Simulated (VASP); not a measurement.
These are PBE GGA, VASP's PBE PAW potentials (set 64) (plane waves; VASP 6.6.1) values and carry that method's errors.

VASP ran on this input.

INCAR:
```
ALGO  =  Normal
EDIFF  =  1E-6
ENCUT  =  300
GGA  =  PE
ISIF  =  2
ISMEAR  =  0
LASPH  =  .TRUE.
LCHARG  =  .FALSE.
LMAXMIX  =  4
LREAL  =  .FALSE.
LWAVE  =  .FALSE.
NELM  =  100
PREC  =  Accurate
SIGMA  =  0.05
SYSTEM  =  AlRu
```

**POSCAR**
```
AlRu
2.98250
  1.0000000000   0.0000000000   0.0000000000
  0.0000000000   1.0000000000   0.0000000000
  0.0000000000   0.0000000000   1.0000000000
Al Ru
1 1
Direct
  0.0000000000   0.0000000000   0.0000000000
  0.5000000000   0.5000000000   0.5000000000
```

KPOINTS:
```
Automatic
0
gamma
  11 11 11
0 0 0
```

POTCAR, in this order: Al Ru_pv (PBE.64 set). Program: vasp_std.

What VASP printed:

File OUTCAR:
```
 ion  position               nearest neighbor table
   1  0.000  0.000  0.000-   2 2.58   2 2.58   2 2.58   2 2.58   2 2.58   2 2.58   2 2.58   2 2.58
  LATTYP: Found a simple cubic cell.
 ALAT       =     2.9825000000
 Subroutine PRICEL returns:
 Original cell was already a primitive cell.
 Subroutine GETGRP returns: Found 48 space group operations
The static configuration has the point symmetry O_h .
The dynamic configuration has the point symmetry O_h .
 Subroutine INISYM returns: Found 48 space group operations
 Subroutine IBZKPT returns following result:
 Found     56 irreducible k-points:

 Following reciprocal coordinates:
            Coordinates               Weight
  0.000000  0.000000  0.000000      1.000000
  0.090909  0.000000  0.000000      6.000000
  0.181818  0.000000  0.000000      6.000000
  0.272727  0.000000  0.000000      6.000000
  0.363636  0.000000  0.000000      6.000000
  0.454545  0.000000  0.000000      6.000000
  0.090909  0.090909  0.000000     12.000000
  0.181818  0.090909  0.000000     24.000000
  0.272727  0.090909  0.000000     24.000000
  0.363636  0.090909  0.000000     24.000000
  0.454545  0.090909  0.000000     24.000000
  0.181818  0.181818  0.000000     12.000000
  0.272727  0.181818  0.000000     24.000000
  0.363636  0.181818  0.000000     24.000000
  0.454545  0.181818  0.000000     24.000000
  0.272727  0.272727  0.000000     12.000000
  0.363636  0.272727  0.000000     24.000000
  0.454545  0.272727  0.000000     24.000000
  0.363636  0.363636  0.000000     12.000000
  0.454545  0.363636  0.000000     24.000000
  0.454545  0.454545  0.000000     12.000000
  0.090909  0.090909  0.090909      8.000000
  0.181818  0.090909  0.090909     24.000000
  0.272727  0.090909  0.090909     24.000000
  0.363636  0.090909  0.090909     24.000000
...
```

File OSZICAR:
```
       N       E                     dE             d eps       ncg     rms          rms(c)
DAV:   1     0.562850933836E+02    0.56285E+02   -0.76799E+03  1688   0.853E+02
DAV:   2    -0.139251652599E+02   -0.70210E+02   -0.67211E+02  1508   0.248E+02
DAV:   3    -0.148983671751E+02   -0.97320E+00   -0.95974E+00  1540   0.303E+01
DAV:   4    -0.149060855149E+02   -0.77183E-02   -0.77026E-02  1628   0.267E+00
DAV:   5    -0.149062330180E+02   -0.14750E-03   -0.14750E-03  1560   0.315E-01    0.123E+01
DAV:   6    -0.143201937164E+02    0.58604E+00   -0.35686E+00  1408   0.215E+01    0.243E+00
DAV:   7    -0.142521435831E+02    0.68050E-01   -0.26371E-01  1420   0.602E+00    0.212E+00
DAV:   8    -0.142378517599E+02    0.14292E-01   -0.16172E-02  1452   0.120E+00    0.202E-01
DAV:   9    -0.142377606708E+02    0.91089E-04   -0.20101E-04  1604   0.124E-01    0.134E-01
DAV:  10    -0.142377548115E+02    0.58593E-05   -0.23697E-05  1584   0.628E-02    0.101E-02
DAV:  11    -0.142377534780E+02    0.13335E-05   -0.15153E-06   876   0.161E-02    0.497E-03
DAV:  12    -0.142377529583E+02    0.51973E-06   -0.72018E-08   688   0.289E-03
   1 F= -.14237753E+02 E0= -.14236279E+02  d E =-.294728E-02
```

OUTCAR:
```
------------------------ aborting loop because EDIFF is reached ----------------------------------------
  FORCE on cell =-STRESS in cart. coord.  units (eV):
  Direction    XX          YY          ZZ          XY          YZ          ZX
  --------------------------------------------------------------------------------------
  Total        0.6955092      0.6955092      0.6955092     -0.0000000     -0.0000000      0.0000000
  in kB       42.0022067     42.0022067     42.0022067     -0.0000000     -0.0000000      0.0000000
  external PRESSURE =      42.0022067 kB  Pullay stress =       0.0000000 kB
  volume of cell :       26.53
      direct lattice vectors                 reciprocal lattice vectors
     2.982500000  0.000000000  0.000000000     0.335289187  0.000000000  0.000000000
     0.000000000  2.982500000  0.000000000     0.000000000  0.335289187  0.000000000
     0.000000000  0.000000000  2.982500000     0.000000000  0.000000000  0.335289187
 POSITION                                       TOTAL-FORCE (eV/Angst)
 -----------------------------------------------------------------------------------
      0.00000      0.00000      0.00000         0.000000      0.000000      0.000000
      1.49125      1.49125      1.49125         0.000000      0.000000      0.000000
 -----------------------------------------------------------------------------------
    total drift:                                0.000000     -0.000000      0.000000
  FREE ENERGIE OF THE ION-ELECTRON SYSTEM (eV)
  ---------------------------------------------------
  free  energy   TOTEN  =       -14.2377529583 eV

  energy  without entropy=      -14.2348056773  energy(sigma->0) =      -14.23627932
```
(Selected blocks of OUTCAR.)

OUTCAR:
```
 val. band max:       10.8454791803   @ k =   0.4545   0.3636   0.2727

 cond. band min:      10.8738284781   @ k =   0.3636   0.3636   0.2727


 Fermi energy:        10.8558575157

 k-point     1 :       0.0000    0.0000    0.0000
  band No.  band energies     occupation
      1     -30.9134      2.00000
      2     -30.9134      2.00000
      3     -30.9134      2.00000
      4       1.1164      2.00000
      5       7.2380      2.00000
      6       7.2380      2.00000
      7      11.0349      0.00000
      8      11.0349      0.00000
      9      11.0349      0.00000
     10      16.9732      0.00000
     11      16.9732      0.00000
     12      16.9732      0.00000

 k-point     2 :       0.0909    0.0000    0.0000
  band No.  band energies     occupation
      1     -30.9309      2.00000
      2     -30.9119      2.00000
      3     -30.9119      2.00000
      4       1.2764      2.00000
      5       7.2916      2.00000
      6       7.2939      2.00000
      7      10.8372      1.40143
      8      10.8372      1.40140
      9      11.0545      0.00000
     10      16.2341      0.00000
     11      17.2920      0.00000
     12      17.2920      0.00000

 k-point     3 :       0.1818    0.0000    0.0000
  band No.  band energies     occupation
      1     -30.9771      2.00000
      2     -30.9080      2.00000
      3     -30.9080      2.00000
      4       1.7446      2.00000
      5       7.3807      2.00000
      6       7.4490      2.00000
      7      10.3763      2.00000
      8      10.3763      2.00000
      9      11.1086      0.00000
     10      14.8725      0.00000
     11      18.1188      0.00000
     12      18.1188      0.00000

 k-point     4 :       0.2727    0.0000    0.0000
  band No.  band energies     occupation
      1     -31.0374      2.00000
      2     -30.9028      2.00000
      3     -30.9028      2.00000
      4       2.4863      2.00000
      5       7.2754      2.00000
      6       7.6687      2.00000
...
```

At this cut-off the stress carries a Pulay error, which pulls relaxed volumes low.

The structure comes from a computed database's AlRu entry; how it stands against other phases isn't given here. The cell was not relaxed at this level. The electron count is odd and the run is not spin-polarised, which forces a metal.
